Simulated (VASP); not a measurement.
Output of a VASP run:

OSZICAR:
```
       N       E                     dE             d eps       ncg     rms          rms(c)
DAV:   1     0.393826980835E+02    0.39383E+02   -0.82528E+03  1856   0.128E+03
DAV:   2    -0.226153147988E+02   -0.61998E+02   -0.58700E+02  2510   0.256E+02
DAV:   3    -0.247458552519E+02   -0.21305E+01   -0.21154E+01  2385   0.410E+01
DAV:   4    -0.247650503409E+02   -0.19195E-01   -0.19134E-01  2222   0.387E+00
DAV:   5    -0.247653718168E+02   -0.32148E-03   -0.32091E-03  2448   0.356E-01    0.482E+01
DAV:   6    -0.218438583542E+02    0.29215E+01   -0.15610E+01  2148   0.281E+01    0.405E+01
DAV:   7    -0.217801583488E+02    0.63700E-01   -0.69037E-01  2100   0.761E+00    0.262E+01
DAV:   8    -0.217681280713E+02    0.12030E-01   -0.14247E-01  2164   0.350E+00    0.623E+00
DAV:   9    -0.217568245899E+02    0.11303E-01   -0.64605E-02  2186   0.176E+00    0.152E+00
DAV:  10    -0.217564135642E+02    0.41103E-03   -0.23300E-03  2161   0.448E-01    0.340E-01
DAV:  11    -0.217564178987E+02   -0.43345E-05   -0.24558E-04  2311   0.138E-01    0.516E-02
DAV:  12    -0.217564143362E+02    0.35626E-05   -0.15426E-05  2264   0.370E-02    0.359E-02
DAV:  13    -0.217564140458E+02    0.29037E-06   -0.59152E-07  1182   0.853E-03
   1 F= -.21756414E+02 E0= -.21756320E+02  d E =-.217564E+02
```

**OUTCAR**
```
------------------------ aborting loop because EDIFF is reached ----------------------------------------
  FORCE on cell =-STRESS in cart. coord.  units (eV):
  Direction    XX          YY          ZZ          XY          YZ          ZX
  --------------------------------------------------------------------------------------
  Total       -0.0001182     -0.0001182     -0.0001182      0.0000000     -0.0000000      0.0000000
  in kB       -0.0081247     -0.0081247     -0.0081247      0.0000000     -0.0000000      0.0000000
  external PRESSURE =      -0.0081247 kB  Pullay stress =       0.0000000 kB
  volume of cell :       23.31
      direct lattice vectors                 reciprocal lattice vectors
     0.000000000  2.267171682  2.267171682    -0.220539099  0.220539099  0.220539099
     2.267171682  0.000000000  2.267171682     0.220539099 -0.220539099  0.220539099
     2.267171682  2.267171682  0.000000000     0.220539099  0.220539099 -0.220539099
 POSITION                                       TOTAL-FORCE (eV/Angst)
 -----------------------------------------------------------------------------------
      0.00000      0.00000      0.00000         0.000000     -0.000000      0.000000
      2.26717      2.26717      2.26717        -0.000000      0.000000     -0.000000
 -----------------------------------------------------------------------------------
    total drift:                                0.000000     -0.000000     -0.000000
  FREE ENERGIE OF THE ION-ELECTRON SYSTEM (eV)
  ---------------------------------------------------
  free  energy   TOTEN  =       -21.7564140458 eV

  energy  without entropy=      -21.7561332453  energy(sigma->0) =      -21.75632045

 reached required accuracy - stopping structural energy minimisation
```
(Selected blocks of OUTCAR.)

File POSCAR:
```
HfN
1
    0.0000000000     2.2671716822     2.2671716822
    2.2671716822     0.0000000000     2.2671716822
    2.2671716822     2.2671716822     0.0000000000
Hf N
1 1
Direct
  0.0000000000   0.0000000000   0.0000000000
  0.5000000000   0.5000000000   0.5000000000
```

Problem. Reconstruct the remaining input files.

Solution. One answer among several that fit: the input of the run itself, PBE GGA, plane waves, VASP's PBE PAW potentials (set 64).

**INCAR**
```
LCHARG = F
NELM = 100
SYSTEM = HfN
ISIF = 3
SIGMA = 0.1   ! width (eV)
IBRION = 2
LWAVE = F
PREC = Accurate
ENCUT = 520
EDIFFG = -0.01   ! ionic stop
NSW = 60
GGA = PE
ISMEAR = 1
LREAL = F   ! projection in real space or not
LASPH = T
LMAXMIX = 6
EDIFF = 1E-6   ! SCF stop (eV)
ALGO = Normal   ! blocked Davidson
```

### KPOINTS
```
Automatic mesh
0
Gamma
13 13 13
0 0 0
```

POTCAR, in this order: Hf_pv N (PBE.64 set). Program: vasp_std.

The structure was generated: HfN was put into the rock salt type (Fm-3m), which need not be its known phase. It was relaxed first, which changed the volume by -38 %. The start is the result of an earlier pass. The electron count is odd and the run is not spin-polarised, which forces a metal.
